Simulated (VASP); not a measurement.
Consider the following.

```
CELL_PARAMETERS angstrom
      0.00000     2.91720     2.91720
      2.91720     0.00000     2.91720
      2.91720     2.91720     0.00000
ATOMIC_POSITIONS crystal
  Li 0.25000 0.25000 0.25000
  Li 0.75000 0.75000 0.75000
  S  0.00000 0.00000 0.00000
```

All values below come from PBE GGA, VASP's PBE PAW potentials (set 64) (plane waves; VASP). Settings: 520 eV cut-off, 6×6×6 Γ-centred mesh, Gaussian smearing of 0.050 eV, potentials Li_sv S.

Predict the energy per atom (σ→0), pressure, band gap (on the k-mesh) with the smallest direct gap where there is one.

```
Property                                     Result
-----------------------------------  --------------
band gap (on the k-mesh)                    3.43 eV
smallest direct gap (on the k-mesh)         3.93 eV
energy per atom (σ→0)                -3.990 eV/atom
pressure                                  -2.46 GPa
```

Only differences to runs with the same potentials and settings are physical.

The compound is Li2S in the antifluorite structure. The cell was not relaxed at this level.
